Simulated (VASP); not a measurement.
# KCdCO3F: O into a neighbouring O vacancy

Wanted: the minimum-energy path in KCdCO3F for this move: O into a neighbouring O vacancy. The start is a cell from a database of measured crystal structures.

Method: LDA; plane waves and PAW (Cd, K_pv, F, O, C), in VASP 6.6.1.

### Step 1. The host crystal

The structure is hexagonal, space group P-6m2 (No. 187). The conventional cell has a = 5.132 Å, b = 5.132 Å, c = 4.432 Å, α = 90.00°, β = 90.00°, γ = 120.00°. Nearest to Cd lie 2 F at 2.22 Å and 6 O at 2.58 Å. K has 6 O at 2.80 Å and 3 F at 2.96 Å nearest. Nearest to F lie 2 Cd at 2.22 Å and 3 K at 2.96 Å. Nearest to O lie 1 C at 1.25 Å and 2 Cd at 2.58 Å and 2 K at 2.80 Å. C has 3 O at 1.25 Å nearest. Farther neighbours and most contacts between anions are not listed.

As a file:

```cif
data_structure
_symmetry_space_group_name_H-M 'P-6m2'
_symmetry_Int_Tables_number 187
_cell_length_a 5.1324
_cell_length_b 5.1324
_cell_length_c 4.4324
_cell_angle_alpha 90.000
_cell_angle_beta 90.000
_cell_angle_gamma 120.000
_cell_volume 101.11
loop_
_atom_site_label
_atom_site_type_symbol
_atom_site_symmetry_multiplicity
_atom_site_Wyckoff_symbol
_atom_site_fract_x
_atom_site_fract_y
_atom_site_fract_z
_atom_site_occupancy
Cd1 Cd 1 f 0.66667 0.33333 0.50000 1
K1 K 1 a 0.00000 0.00000 0.00000 1
F1 F 1 e 0.66667 0.33333 0.00000 1
O1 O 3 k 0.61500 0.80750 0.50000 1
C1 C 1 d 0.33333 0.66667 0.50000 1
```

### Step 2. Relax the host

The later steps need the crystal at this functional's own lattice; a raised cutoff keeps the stress reliable while the cell changes.

INCAR reads:

```
SYSTEM = KCdCO3F
PREC = Accurate
ENCUT = 520
EDIFF = 1E-06
NELM = 120
ISMEAR = 0
SIGMA = 0.1
LREAL = .FALSE.
ALGO = Normal
GGA = CA
NBANDS = 31
LORBIT = 11
LWAVE = .FALSE.
LCHARG = .FALSE.
KPAR = 3
LASPH = .TRUE.
IBRION = 2
NSW = 40
ISIF = 3
EDIFFG = -0.02
POTIM = 0.4
```

POSCAR reads:

```
KCdCO3F
1.0
    5.1324000000      0.0000000000      0.0000000000
   -2.5662000000      4.4447887824      0.0000000000
    0.0000000000      0.0000000000      4.4324000000
Cd K F O C
1 1 1 3 1
Direct
    0.6666666667      0.3333333333      0.5000000000
    0.0000000000      0.0000000000      0.0000000000
    0.6666666667      0.3333333333      0.0000000000
    0.6150000000      0.8075000000      0.5000000000
    0.1925000000      0.8075000000      0.5000000000
    0.1925000000      0.3850000000      0.5000000000
    0.3333333333      0.6666666667      0.5000000000
```

KPOINTS reads:

```
Automatic mesh
0
Gamma
4 4 4
0 0 0
```

Potentials, in the order of the species: Cd, K_pv, F, O and C (LDA family, release 64).

Started as:

```sh
> mpirun -np 3 vasp_std
```

Log:

```text
[banner, memory and clock lines left out]
running    3 mpi-ranks, on    1 nodes
 distrk:  each k-point on    1 cores,    3 groups
 distr:  one band on    1 cores,    1 groups

 POSCAR found type information on POSCAR CdK F O C
 POSCAR found :  5 types and       7 ions
 LDA part: xc-table for (Slater(with rela. corr.)+CA(PZ))
 , standard interpolation
 POSCAR, INCAR and KPOINTS ok, starting setup
 FFT: planning ... GRIDC
 FFT: planning ... GRID_SOFT
 FFT: planning ... GRID
 WAVECAR not read
 entering main loop
       N       E                     dE             d eps       ncg     rms          rms(c)
DAV:   1     0.406941044089E+03    0.40694E+03   -0.24399E+04   744   0.150E+03
DAV:   2    -0.185003692756E+02   -0.42544E+03   -0.40606E+03   964   0.386E+02
DAV:   3    -0.490595502843E+02   -0.30559E+02   -0.30378E+02   905   0.111E+02
DAV:   4    -0.494280946795E+02   -0.36854E+00   -0.36836E+00   821   0.130E+01
DAV:   5    -0.494337871885E+02   -0.56925E-02   -0.56913E-02   938   0.152E+00    0.146E+01
DAV:   6    -0.442815645965E+02    0.51522E+01   -0.15775E+01   876   0.448E+01    0.829E+00
DAV:   7    -0.441994376180E+02    0.82127E-01   -0.20430E+00   828   0.100E+01    0.534E+00
DAV:   8    -0.441203096019E+02    0.79128E-01   -0.54716E-01   870   0.512E+00    0.107E+00
DAV:   9    -0.440997274664E+02    0.20582E-01   -0.13268E-01   907   0.314E+00    0.469E-01
DAV:  10    -0.440991145681E+02    0.61290E-03   -0.15076E-02   856   0.985E-01    0.146E-01
DAV:  11    -0.440992672748E+02   -0.15271E-03   -0.10819E-03   849   0.210E-01    0.657E-02
DAV:  12    -0.440993774161E+02   -0.11014E-03   -0.19844E-04   814   0.113E-01    0.261E-02
DAV:  13    -0.440993994917E+02   -0.22076E-04   -0.25757E-05   822   0.556E-02    0.587E-03
DAV:  14    -0.440994008185E+02   -0.13268E-05   -0.48434E-06   861   0.155E-02    0.536E-03
DAV:  15    -0.440994009422E+02   -0.12366E-06   -0.53167E-07   547   0.532E-03
   1 F= -.44099401E+02 E0= -.44099401E+02  d E =-.440994E+02
 curvature:   0.00 expect dE= 0.000E+00 dE for cont linesearch  0.000E+00
 trial: gam= 0.00000 g(F)=  0.960E+00 g(S)=  0.694E-01 ort = 0.000E+00 (trialstep = 0.100E+01)
 search vector abs. value=  0.103E+01
 bond charge predicted
       N       E                     dE             d eps       ncg     rms          rms(c)
DAV:   1    -0.435049795127E+02    0.59442E+00   -0.20711E+02   744   0.856E+01    0.595E+00
DAV:   2    -0.437941211514E+02   -0.28914E+00   -0.89329E+00   891   0.178E+01    0.297E+00
DAV:   3    -0.436513630590E+02    0.14276E+00   -0.35610E-01   871   0.401E+00    0.158E+00
DAV:   4    -0.436249026681E+02    0.26460E-01   -0.16374E-01   849   0.226E+00    0.677E-01
DAV:   5    -0.436208181889E+02    0.40845E-02   -0.36419E-02   863   0.118E+00    0.322E-01
DAV:   6    -0.436198161085E+02    0.10021E-02   -0.27630E-03   870   0.412E-01    0.141E-01
DAV:   7    -0.436196074179E+02    0.20869E-03   -0.18241E-03   849   0.240E-01    0.538E-02
DAV:   8    -0.436196020771E+02    0.53408E-05   -0.14934E-04   884   0.897E-02    0.221E-02
DAV:   9    -0.436196020837E+02   -0.65520E-08   -0.12648E-05   871   0.314E-02    0.108E-02
DAV:  10    -0.436196006795E+02    0.14042E-05   -0.59619E-06   849   0.169E-02    0.263E-03
DAV:  11    -0.436196007596E+02   -0.80132E-07   -0.10929E-06   505   0.652E-03
   2 F= -.43619601E+02 E0= -.43619601E+02  d E =0.479800E+00
[... from here on, the cycles between the ionic steps are left out ...]
   3 F= -.44248759E+02 E0= -.44248759E+02  d E =-.149358E+00
   4 F= -.44351703E+02 E0= -.44351703E+02  d E =-.102944E+00
   5 F= -.44374979E+02 E0= -.44374979E+02  d E =-.126220E+00
   6 F= -.44375055E+02 E0= -.44375055E+02  d E =-.126296E+00
   7 F= -.44378620E+02 E0= -.44378620E+02  d E =-.356502E-02
   8 F= -.44378618E+02 E0= -.44378618E+02  d E =-.356295E-02
   9 F= -.44380796E+02 E0= -.44380796E+02  d E =-.217835E-02
  10 F= -.44384393E+02 E0= -.44384393E+02  d E =-.577535E-02
  11 F= -.44384638E+02 E0= -.44384638E+02  d E =-.601963E-02
  12 F= -.44384772E+02 E0= -.44384772E+02  d E =-.134471E-03
  13 F= -.44384967E+02 E0= -.44384967E+02  d E =-.328941E-03
  14 F= -.44384969E+02 E0= -.44384969E+02  d E =-.331266E-03
  15 F= -.44384985E+02 E0= -.44384985E+02  d E =-.165584E-04
 trial-energy change:   -0.000017  1 .order   -0.000017   -0.000107    0.000073
 step:   0.3215(harm=  0.3215)  dis= 0.00018  next Energy=   -44.385001 (dE=-0.317E-04)
 bond charge predicted
       N       E                     dE             d eps       ncg     rms          rms(c)
DAV:   1    -0.443850590278E+02   -0.73568E-04   -0.16592E-03   786   0.362E-01    0.580E-02
DAV:   2    -0.443850062312E+02    0.52797E-04   -0.18342E-04   842   0.122E-01    0.171E-02
DAV:   3    -0.443850015206E+02    0.47106E-05   -0.14032E-05   817   0.416E-02    0.139E-02
DAV:   4    -0.443850005747E+02    0.94586E-06   -0.15235E-06   611   0.112E-02
  16 F= -.44385001E+02 E0= -.44385001E+02  d E =-.316969E-04
 curvature:  -0.22 expect dE=-0.100E-05 dE for cont linesearch -0.128E-08
 trial: gam= 0.05007 g(F)=  0.175E-05 g(S)=  0.275E-05 ort =-0.125E-05 (trialstep = 0.497E+00)
 search vector abs. value=  0.506E-05
 reached required accuracy - stopping structural energy minimisation
```

The job ended after 88 s (3 MPI ranks of Intel Xeon 6975P-C (Granite Rapids), shared host; peak memory 0.63 GiB; 3.8 min of CPU time).

The logs omit lines about the potential files and the build; timing stands in the text.

OUTCAR, selected parts (step 2):

```text
ion  position               nearest neighbor table
   1  0.667  0.333  0.500-   3 2.22   3 2.22   6 2.58   4 2.58   5 2.58   5 2.58   6 2.58   4 2.58
                             2 3.70   2 3.70   2 3.70   2 3.70   2 3.70   2 3.70
   2  0.000  0.000  0.000-   4 2.80   4 2.80   5 2.80   5 2.80   6 2.80   6 2.80   3 2.96   3 2.96
                             3 2.96   7 3.70   1 3.70   7 3.70   1 3.70   1 3.70   1 3.70   7 3.70
   3  0.667  0.333  0.000-   1 2.22   1 2.22   2 2.96   2 2.96   2 2.96
   4  0.615  0.807  0.500-   7 1.25   1 2.58   1 2.58   2 2.80   2 2.80
   5  0.193  0.807  0.500-   7 1.25   1 2.58   1 2.58   2 2.80   2 2.80
   6  0.193  0.385  0.500-   7 1.25   1 2.58   1 2.58   2 2.80   2 2.80
   7  0.333  0.667  0.500-   5 1.25   4 1.25   6 1.25   2 3.70   2 3.70   2 3.70   2 3.70   2 3.70
                             2 3.70

  LATTYP: Found a hexagonal cell.
 ALAT       =     5.1324000000
 C/A-ratio  =     0.8636115657

 Subroutine GETGRP returns: Found 12 space group operations
 (whereof 12 operations were pure point group operations)

The static configuration has the point symmetry D_3h.

 Found     12 irreducible k-points:

   k-points           NKPTS =     12   k-points in BZ     NKDIM =     12   number of bands    NBANDS=     31

   dimension x,y,z NGX =    40 NGY =   40 NGZ =   36
   dimension x,y,z NGXF=    80 NGYF=   80 NGZF=   72

   ENCUT  =  520.0 eV  38.22 Ry    6.18 a.u.   9.54  9.54  8.24*2*pi/ulx,y,z

   NELECT =      48.0000    total number of electrons

 k-points in reciprocal lattice and weights: Automatic mesh
   0.00000000  0.00000000  0.00000000       0.016
   0.25000000 -0.00000000  0.00000000       0.094
   0.50000000 -0.00000000  0.00000000       0.047
   0.25000000  0.25000000  0.00000000       0.094
   0.00000000  0.00000000  0.25000000       0.031
   0.25000000 -0.00000000  0.25000000       0.188
   0.50000000 -0.00000000  0.25000000       0.094
   0.25000000  0.25000000  0.25000000       0.188
   0.00000000  0.00000000  0.50000000       0.016
   0.25000000 -0.00000000  0.50000000       0.094
   0.50000000 -0.00000000  0.50000000       0.047
   0.25000000  0.25000000  0.50000000       0.094

 average (electrostatic) potential at core
       1 -40.8643       2 -12.8311       3 -78.5171       4 -75.9906       5 -75.9906
       6 -75.9906       7 -61.3585

 E-fermi :  -0.2723

 k-point     1 :       0.0000    0.0000    0.0000
  band No.  band energies     occupation
    ...
     20      -2.4779      2.00000
     21      -2.4779      2.00000
     22      -2.2610      2.00000
     23      -2.2610      2.00000
     24      -0.7077      2.00000
     25       1.2481      0.00000
     26       5.0937      0.00000
     27       5.3906      0.00000
     28       8.3111      0.00000
     29       8.3111      0.00000
    ...

 k-point     2 :       0.2500   -0.0000    0.0000
  band No.  band energies     occupation
    ...
     20      -3.2069      2.00000
     21      -2.5845      2.00000
     22      -2.2437      2.00000
     23      -2.2133      2.00000
     24      -0.7689      2.00000
     25       2.3166      0.00000
     26       5.1000      0.00000
     27       5.5425      0.00000
     28       8.2749      0.00000
     29       8.6221      0.00000
    ...

 k-point     3 :       0.5000   -0.0000    0.0000
  band No.  band energies     occupation
    ...
     20      -3.8008      2.00000
     21      -2.7572      2.00000
     22      -2.2266      2.00000
     23      -2.1691      2.00000
     24      -0.7698      2.00000
     25       3.6921      0.00000
     26       5.1198      0.00000
     27       5.2162      0.00000
     28       7.9349      0.00000
     29       8.9007      0.00000
    ...

  Total       -0.0065397     -0.0065397      0.0203161     -0.0000000      0.0000000      0.0000000
  in kB       -0.1119759     -0.1119759      0.3478622     -0.0000000      0.0000000      0.0000000
  external PRESSURE =       0.0413034 kB  Pullay stress =       0.0000000 kB

  energy-cutoff  :      520.00
  volume of cell :       93.57
      direct lattice vectors                 reciprocal lattice vectors
     4.972753342  0.000000000 -0.000000000     0.201095838  0.116102736  0.000000000
    -2.486376671  4.306530721 -0.000000000    -0.000000000  0.232205472  0.000000000
    -0.000000000 -0.000000000  4.369365157    -0.000000000  0.000000000  0.228866200

 POSITION                                       TOTAL-FORCE (eV/Angst)
 -----------------------------------------------------------------------------------
      2.48638      1.43551      2.18468         0.000000      0.000000      0.000000
      0.00000      0.00000      0.00000         0.000000      0.000000      0.000000
      2.48638      1.43551     -0.00000         0.000000      0.000000      0.000000
      1.11125      3.51260      2.18468         0.003364      0.001942     -0.000000
     -1.11125      3.51260      2.18468        -0.003364      0.001942     -0.000000
      0.00000      1.58786      2.18468         0.000000     -0.003885      0.000000
     -0.00000      2.87102      2.18468         0.000000     -0.000000      0.000000
 -----------------------------------------------------------------------------------
    total drift:                               -0.000003      0.000002      0.000000

  FREE ENERGIE OF THE ION-ELECTRON SYSTEM (eV)
  ---------------------------------------------------
  free  energy   TOTEN  =       -44.3850005747 eV

  energy  without entropy=      -44.3850005747  energy(sigma->0) =      -44.38500057

 reached required accuracy - stopping structural energy minimisation

 total charge
# of ion       s       p       d       tot
------------------------------------------
    1        0.277   0.222   9.661  10.161
    2        0.057   6.021   0.085   6.162
    3        1.723   4.320   0.000   6.044
    4        1.563   3.560   0.000   5.123
    5        1.563   3.560   0.000   5.123
    6        1.563   3.560   0.000   5.123
    7        0.856   1.753   0.000   2.609
--------------------------------------------------
tot          7.603  22.997   9.746  40.345

[... 3 further parts left out ...]
```

The gap is read on the k-mesh alone, so it is an upper bound where the band edges lie off the mesh. The run keeps the 12 symmetry operations of its start, so it cannot find a distortion of lower symmetry.

Step by step:

```csv
step,energy less that of the first step (eV),largest force (eV/Å),pressure (GPa),volume (Å³)
1,0.0000,2.8797,0.06,101.11
2,0.4798,4.4230,-12.71,101.16
3,-0.1494,0.0094,-4.97,101.13
4,-0.2523,0.0234,-2.35,96.70
5,-0.2756,0.0450,-0.21,93.78
6,-0.2757,0.0470,-0.02,93.57
7,-0.2792,0.2990,0.61,93.52
8,-0.2792,0.3093,0.63,93.52
9,-0.2814,0.2537,0.45,93.60
10,-0.2850,0.0896,-0.08,93.85
11,-0.2852,0.0364,-0.24,93.93
12,-0.2854,0.0208,-0.21,93.86
13,-0.2856,0.0236,-0.10,93.65
14,-0.2856,0.0290,-0.10,93.63
15,-0.2856,0.0266,0.08,93.53
16,-0.2856,0.0039,0.00,93.57
```

```csv
"conventional cell, symmetrised",before,after,change
a (Å),5.132,4.973,-3.1 %
b (Å),5.132,4.973,-3.1 %
c (Å),4.432,4.369,-1.4 %
volume (Å³/atom),14.44,13.37,-7.5 %
```

The atoms that moved most (Å, as changes of fractional coordinates times the final cell):

```csv
atom,dx,dy,dz,length
O5,-0.061,0.035,0.000,0.070
O6,0.000,-0.070,0.000,0.070
O4,0.061,0.035,0.000,0.070
```

Final coordinates:

```xyz
7
Lattice="4.9728 0.0000 0.0000 -2.4864 4.3065 0.0000 0.0000 0.0000 4.3694" Properties=species:S:1:pos:R:3 pbc="T T T"
Cd    2.4864    1.4355    2.1847
K     0.0000    0.0000    0.0000
F     2.4864    1.4355    0.0000
O     1.1112    3.5126    2.1847
O    -1.1112    3.5126    2.1847
O     0.0000    1.5879    2.1847
C     0.0000    2.8710    2.1847
```

A gap read on the k-mesh alone can miss the band edges.

Numbers from this step:

```yaml
electronic_cycles: 112
electrons: 48
free_energy_toten: -44.39 eV
fermi_energy: -0.2723 eV
labelled_metallic_from_the_levels_on_this_mesh: no
gap_on_the_k_mesh: 1.951 eV
least_direct_gap_on_the_k_mesh: 1.956 eV
```

The run ended after 16 ionic steps, 0.286 eV below its first step, once forces and stress met EDIFFG = -0.02.

(Part 1 of 5 ends here.)

[Lines on the potential files, build, host, timing and source positions are cut from VASP's logs without a mark.]

[Logs are printed without paths, hosts, clocks, repeated set-up lines and the standing remarks that a program may print on its own settings, such as how far it seeks lower states.]

[Hosts, paths, dates, database ids (printed as entryN), source tags and the programs' standing remarks are cut or masked in the printed files.]

[Runs that stopped without an error message from VASP are left out.]
